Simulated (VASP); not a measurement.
Level of theory: RPBE GGA, VASP's PBE PAW potentials (set 64) (plane waves; VASP).

VASP ran on this input.

File POSCAR:
```
In
1
   -1.6346777863     1.6346777863     2.5201942942
    1.6346777863    -1.6346777863     2.5201942942
    1.6346777863     1.6346777863    -2.5201942942
In
1
Direct
  0.0000000000   0.0000000000   0.0000000000
```

**INCAR**
```
! general
SYSTEM =In
PREC   =Accurate
ENCUT  =520
LREAL  =.FALSE.
LASPH  =.TRUE.

! electronic loop
EDIFF  =1E-7
NELM   =100
ALGO   =Normal
LMAXMIX=4

! smearing
ISMEAR =1
SIGMA  =0.1

! functional
GGA    =RP

! ions
IBRION =2
NSW    =30
ISIF   =4
EDIFFG =-0.01

! output
LWAVE  =.FALSE.
LCHARG =.FALSE.
```

KPOINTS:
```
Automatic
0
gamma
  15 15 15
0 0 0
```

POTCAR, in this order: In_d (PBE.64 set). Program: vasp_std.

The run wrote:

### OSZICAR
```
...
DAV:   2     0.563833385753E+00   -0.70925E+02   -0.70023E+02  5866   0.289E+02
DAV:   3    -0.213598060840E+01   -0.26998E+01   -0.26874E+01  6648   0.649E+01
DAV:   4    -0.219698592692E+01   -0.61005E-01   -0.60984E-01  7110   0.100E+01
DAV:   5    -0.219986302084E+01   -0.28771E-02   -0.28770E-02  7172   0.181E+00    0.208E+00
DAV:   6    -0.218619144155E+01    0.13672E-01   -0.29823E-02  6664   0.378E+00    0.110E+00
DAV:   7    -0.218413823253E+01    0.20532E-02   -0.12166E-02  6700   0.226E+00    0.231E-01
DAV:   8    -0.218421523354E+01   -0.77001E-04   -0.10446E-03  6500   0.581E-01    0.284E-02
DAV:   9    -0.218422822026E+01   -0.12987E-04   -0.31901E-05  7228   0.802E-02    0.128E-02
DAV:  10    -0.218422872667E+01   -0.50641E-06   -0.16270E-06  6390   0.145E-02    0.660E-03
DAV:  11    -0.218422864307E+01    0.83608E-07   -0.34144E-07  6442   0.646E-03
   1 F= -.21842286E+01 E0= -.21843694E+01  d E =-.218423E+01
       N       E                     dE             d eps       ncg     rms          rms(c)
DAV:   1    -0.218470940557E+01   -0.48068E-03   -0.14620E-02  6622   0.133E+00    0.107E-01
DAV:   2    -0.218448022063E+01    0.22918E-03   -0.32269E-04  8360   0.392E-01    0.701E-02
DAV:   3    -0.218433392892E+01    0.14629E-03   -0.16309E-04  7386   0.419E-01    0.179E-02
DAV:   4    -0.218433585362E+01   -0.19247E-05   -0.22043E-05  6240   0.558E-02    0.200E-02
DAV:   5    -0.218433587959E+01   -0.25964E-07   -0.64357E-07  7802   0.107E-02
   2 F= -.21843359E+01 E0= -.21844745E+01  d E =-.107237E-03
       N       E                     dE             d eps       ncg     rms          rms(c)
DAV:   1    -0.218565673304E+01   -0.13209E-02   -0.43148E-02  6612   0.228E+00    0.185E-01
DAV:   2    -0.218497347945E+01    0.68325E-03   -0.95529E-04  8338   0.674E-01    0.122E-01
DAV:   3    -0.218453782715E+01    0.43565E-03   -0.48512E-04  7356   0.727E-01    0.311E-02
DAV:   4    -0.218454348677E+01   -0.56596E-05   -0.66193E-05  6208   0.971E-02    0.345E-02
DAV:   5    -0.218454352678E+01   -0.40010E-07   -0.19255E-06  8406   0.184E-02    0.209E-02
DAV:   6    -0.218454346803E+01    0.58751E-07   -0.26778E-07  6102   0.123E-02
   3 F= -.21845435E+01 E0= -.21846692E+01  d E =-.314825E-03
       N       E                     dE             d eps       ncg     rms          rms(c)
DAV:   1    -0.218939175275E+01   -0.48482E-02   -0.17272E-01  6572   0.456E+00    0.370E-01
DAV:   2    -0.218663361236E+01    0.27581E-02   -0.38311E-03  8276   0.131E+00    0.243E-01
DAV:   3    -0.218487376104E+01    0.17599E-02   -0.19432E-03  7388   0.146E+00    0.628E-02
DAV:   4    -0.218489637839E+01   -0.22617E-04   -0.26532E-04  6152   0.193E-01    0.700E-02
DAV:   5    -0.218489649486E+01   -0.11647E-06   -0.76367E-06  8460   0.361E-02    0.454E-02
DAV:   6    -0.218489610670E+01    0.38816E-06   -0.11987E-06  6236   0.269E-02    0.166E-02
DAV:   7    -0.218489612215E+01   -0.15454E-07   -0.81462E-08  3212   0.592E-03
   4 F= -.21848961E+01 E0= -.21849154E+01  d E =-.667479E-03
       N       E                     dE             d eps       ncg     rms          rms(c)
DAV:   1    -0.220306914476E+01   -0.18173E-01   -0.69386E-01  6536   0.913E+00    0.742E-01
DAV:   2    -0.219219671667E+01    0.10872E-01   -0.15473E-02  8126   0.232E+00    0.487E-01
DAV:   3    -0.218521576193E+01    0.69810E-02   -0.75006E-03  7340   0.275E+00    0.128E-01
DAV:   4    -0.218530170570E+01   -0.85944E-04   -0.10067E-03  6172   0.371E-01    0.141E-01
DAV:   5    -0.218530197492E+01   -0.26922E-06   -0.28617E-05  8408   0.688E-02    0.945E-02
DAV:   6    -0.218530026827E+01    0.17067E-05   -0.45988E-06  6204   0.548E-02    0.336E-02
DAV:   7    -0.218530028776E+01   -0.19487E-07   -0.43806E-07  6036   0.116E-02
   5 F= -.21853003E+01 E0= -.21852231E+01  d E =-.107164E-02
       N       E                     dE             d eps       ncg     rms          rms(c)
DAV:   1    -0.225449590455E+01   -0.69196E-01   -0.28032E+00  6516   0.184E+01    0.150E+00
DAV:   2    -0.221168871817E+01    0.42807E-01   -0.62713E-02  7468   0.395E+00    0.976E-01
DAV:   3    -0.218412785684E+01    0.27561E-01   -0.28212E-02  7000   0.441E+00    0.255E-01
DAV:   4    -0.218440265095E+01   -0.27479E-03   -0.32787E-03  6346   0.665E-01    0.274E-01
DAV:   5    -0.218440383959E+01   -0.11886E-05   -0.97408E-05  8344   0.124E-01    0.183E-01
DAV:   6    -0.218439779550E+01    0.60441E-05   -0.13750E-05  6168   0.101E-01    0.585E-02
DAV:   7    -0.218439785876E+01   -0.63264E-07   -0.14406E-06  7306   0.195E-02    0.269E-02
DAV:   8    -0.218439777479E+01    0.83973E-07   -0.10636E-07  4590   0.116E-02
   6 F= -.21843978E+01 E0= -.21842699E+01  d E =-.169132E-03
       N       E                     dE             d eps       ncg     rms          rms(c)
DAV:   1    -0.223089928454E+01   -0.46501E-01   -0.17766E+00  6498   0.145E+01    0.118E+00
DAV:   2    -0.220307812562E+01    0.27821E-01   -0.39792E-02  7866   0.322E+00    0.783E-01
DAV:   3    -0.218530475643E+01    0.17773E-01   -0.19529E-02  7084   0.373E+00    0.214E-01
DAV:   4    -0.218546471041E+01   -0.15995E-03   -0.21321E-03  6282   0.555E-01    0.230E-01
DAV:   5    -0.218546377755E+01    0.93287E-06   -0.76181E-05  8242   0.116E-01    0.136E-01
DAV:   6    -0.218545754455E+01    0.62330E-05   -0.12456E-05  6226   0.952E-02    0.397E-02
DAV:   7    -0.218545741588E+01    0.12867E-06   -0.12234E-06  8018   0.198E-02    0.160E-02
DAV:   8    -0.218545743411E+01   -0.18231E-07   -0.16488E-08  2996   0.256E-03
   7 F= -.21854574E+01 E0= -.21854372E+01  d E =-.122879E-02
       N       E                     dE             d eps       ncg     rms          rms(c)
DAV:   1    -0.219509599303E+01   -0.96386E-02   -0.37837E-01  6504   0.671E+00    0.548E-01
DAV:   2    -0.218923928261E+01    0.58567E-02   -0.83873E-03  8196   0.185E+00    0.360E-01
DAV:   3    -0.218546258249E+01    0.37767E-02   -0.39628E-03  7444   0.214E+00    0.955E-02
DAV:   4    -0.218550839748E+01   -0.45815E-04   -0.54167E-04  6158   0.277E-01    0.105E-01
DAV:   5    -0.218550868606E+01   -0.28858E-06   -0.15539E-05  8494   0.502E-02    0.738E-02
DAV:   6    -0.218550765235E+01    0.10337E-05   -0.27486E-06  6172   0.449E-02    0.278E-02
DAV:   7    -0.218550766544E+01   -0.13088E-07   -0.23757E-07  5126   0.923E-03
   8 F= -.21855077E+01 E0= -.21855450E+01  d E =-.127902E-02
       N       E                     dE             d eps       ncg     rms          rms(c)
DAV:   1    -0.218907940573E+01   -0.35718E-02   -0.13869E-01  6498   0.405E+00    0.331E-01
DAV:   2    -0.218692203246E+01    0.21574E-02   -0.30608E-03  8184   0.118E+00    0.217E-01
DAV:   3    -0.218554382114E+01    0.13782E-02   -0.14877E-03  7632   0.130E+00    0.595E-02
DAV:   4    -0.218555837819E+01   -0.14557E-04   -0.18283E-04  6124   0.165E-01    0.622E-02
DAV:   5    -0.218555814907E+01    0.22912E-06   -0.58061E-06  8414   0.331E-02    0.343E-02
DAV:   6    -0.218555775462E+01    0.39445E-06   -0.71683E-07  6184   0.218E-02    0.108E-02
DAV:   7    -0.218555774624E+01    0.83717E-08   -0.55032E-08  2984   0.483E-03
   9 F= -.21855577E+01 E0= -.21855835E+01  d E =-.132910E-02
       N       E                     dE             d eps       ncg     rms          rms(c)
DAV:   1    -0.218646632529E+01   -0.90857E-03   -0.34602E-02  6502   0.203E+00    0.165E-01
DAV:   2    -0.218592919151E+01    0.53713E-03   -0.76338E-04  8280   0.617E-01    0.108E-01
DAV:   3    -0.218558374807E+01    0.34544E-03   -0.36677E-04  7592   0.666E-01    0.293E-02
DAV:   4    -0.218558783551E+01   -0.40874E-05   -0.48293E-05  6130   0.846E-02    0.311E-02
DAV:   5    -0.218558786521E+01   -0.29702E-07   -0.14044E-06  8258   0.158E-02    0.195E-02
DAV:   6    -0.218558781570E+01    0.49509E-07   -0.21531E-07  5914   0.122E-02
  10 F= -.21855878E+01 E0= -.21856344E+01  d E =-.135917E-02
```

**OUTCAR**
```
------------------------ aborting loop because EDIFF is reached ----------------------------------------
  FORCE on cell =-STRESS in cart. coord.  units (eV):
  Direction    XX          YY          ZZ          XY          YZ          ZX
  --------------------------------------------------------------------------------------
  Total        0.3763725      0.3763725      0.3774946      0.0000000     -0.0000000     -0.0000000
  in kB       22.3856689     22.3856689     22.4524112      0.0000000     -0.0000000     -0.0000000
  external PRESSURE =      22.4079163 kB  Pullay stress =       0.0000000 kB
  volume of cell :       26.94
      direct lattice vectors                 reciprocal lattice vectors
    -1.663529232  1.663529232  2.433534302     0.000000000  0.300565803  0.205462483
     1.663529232 -1.663529232  2.433534302     0.300565803 -0.000000000  0.205462483
     1.663529232  1.663529232 -2.433534302     0.300565803  0.300565803 -0.000000000
 POSITION                                       TOTAL-FORCE (eV/Angst)
 -----------------------------------------------------------------------------------
      1.66353      1.66353     -2.43353         0.000000     -0.000000      0.000000
 -----------------------------------------------------------------------------------
    total drift:                                0.000000      0.000000     -0.000000
  FREE ENERGIE OF THE ION-ELECTRON SYSTEM (eV)
  ---------------------------------------------------
  free  energy   TOTEN  =        -2.1855878157 eV

  energy  without entropy=       -2.1857276333  energy(sigma->0) =       -2.18563442

 reached required accuracy - stopping structural energy minimisation
```
(Selected blocks of OUTCAR.)

File CONTCAR:
```
In
   1.00000000000000
    -1.6635292324051332    1.6635292324051336    2.4335343015993676
     1.6635292324051332   -1.6635292324051327    2.4335343015993667
     1.6635292324051332    1.6635292324051327   -2.4335343015993667
  In
     1
Direct
     0.0000000000000000    0.0000000000000000    1.0000000000000000
```

File OUTCAR:
```
 val. band max:        7.3505967870   @ k =  -0.4667  -0.4667   0.2000

 cond. band min:       7.3599483221   @ k =   0.3333   0.0667  -0.0000


 Fermi energy:         7.3522385818

 k-point     1 :       0.0000    0.0000    0.0000
  band No.  band energies     occupation
      1      -7.3632      2.00000
      2      -7.3191      2.00000
      3      -7.3191      2.00000
      4      -7.1995      2.00000
      5      -7.1574      2.00000
      6      -2.0035      2.00000
      7      17.6706      0.00000
      8      17.6706      0.00000
      9      17.7573      0.00000
     10      18.7363      0.00000

 k-point     2 :       0.0667    0.0000   -0.0000
  band No.  band energies     occupation
      1      -7.3581      2.00000
      2      -7.3180      2.00000
      3      -7.3123      2.00000
      4      -7.1994      2.00000
      5      -7.1591      2.00000
      6      -1.9084      2.00000
      7      16.4623      0.00000
      8      17.5194      0.00000
      9      17.5225      0.00000
     10      18.5554      0.00000

 k-point     3 :       0.1333    0.0000   -0.0000
  band No.  band energies     occupation
      1      -7.3497      2.00000
      2      -7.3135      2.00000
      3      -7.2955      2.00000
      4      -7.1952      2.00000
      5      -7.1610      2.00000
      6      -1.6214      2.00000
      7      14.2637      0.00000
      8      17.0566      0.00000
      9      17.1760      0.00000
     10      18.4647      0.00000

 k-point     4 :       0.2000    0.0000   -0.0000
  band No.  band energies     occupation
      1      -7.3500      2.00000
      2      -7.3092      2.00000
      3      -7.2806      2.00000
      4      -7.1755      2.00000
      5      -7.1538      2.00000
      6      -1.1385      2.00000
      7      12.0190      0.00000
      8      16.5375      0.00000
      9      16.7961      0.00000
     10      18.3876      0.00000

 k-point     5 :       0.2667    0.0000   -0.0000
...
```

Unless said otherwise, spin-orbit coupling is left out, though it shifts the bands of the heavy elements here.

The compound is In in the bct structure. This cell is one point of a volume scan, at 0.94 of the reference volume. Symmetry was kept, so distortions that lower it aren't found.
